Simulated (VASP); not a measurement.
The system is Ti.

```
CELL_PARAMETERS angstrom
2.93573 0.00000 0.00000
-1.46787 2.54242 0.00000
0.00000 0.00000 4.64086
ATOMIC_POSITIONS crystal
Ti 0.33333 0.66667 0.25000
Ti 0.66667 0.33333 0.75000
```

- Program: VASP 6.6.1
- Task: relaxation of cell and atoms
- Functional: PBEsol
- Potentials or basis: VASP PAW PBE potentials, release 64 (Ti_sv)
- Cutoff: 600 eV
- k mesh: 6 × 6 × 4
- Occupations: gaussian, width 0.1 eV
- Spin: no spin polarisation

At the start: pressure -4.2 GPa; volume 17.32 Å³/atom.

Problem. How do energy, volume and symmetry change on relaxing?

Solution. Over 12 steps the energy falls by 9.2 meV/atom and the volume is 16.67 Å³/atom (-3.8 %); space group P6_3/mmc (No. 194, to 0.05 Å).

Step by step:
| step | energy change (eV) | largest force (eV/Å) | pressure (GPa) | volume (Å³) |
| --- | --- | --- | --- | --- |
| 1 | 0.0000 | 0.0000 | -4.16 | 34.64 |
| 2 | -0.0087 | 0.0000 | 3.35 | 32.43 |
| 3 | -0.0178 | 0.0000 | 0.03 | 33.33 |
| 4 | -0.0177 | 0.0000 | 0.12 | 33.30 |
| 5 | -0.0181 | 0.0000 | 0.11 | 33.30 |
| 6 | -0.0183 | 0.0000 | 0.09 | 33.30 |
| 7 | -0.0184 | 0.0000 | 0.09 | 33.30 |
| 8 | -0.0184 | 0.0000 | 0.10 | 33.30 |
| 9 | -0.0184 | 0.0000 | 0.09 | 33.30 |
| 10 | -0.0184 | 0.0000 | 0.09 | 33.30 |
| 11 | -0.0184 | 0.0000 | -0.11 | 33.36 |
| 12 | -0.0184 | 0.0000 | 0.00 | 33.33 |

Final structure:
```
CELL_PARAMETERS angstrom
2.88505 0.00000 0.00000
-1.44252 2.49852 0.00000
0.00000 0.00000 4.62414
ATOMIC_POSITIONS crystal
Ti 0.33333 0.66667 0.25000
Ti 0.66667 0.33333 0.75000
```

Caveat: the k mesh is coarse (spacing up to 0.41 Å⁻¹), so the values aren't converged; the PAW data sets were made with another functional, which shifts forces and pressure a little.
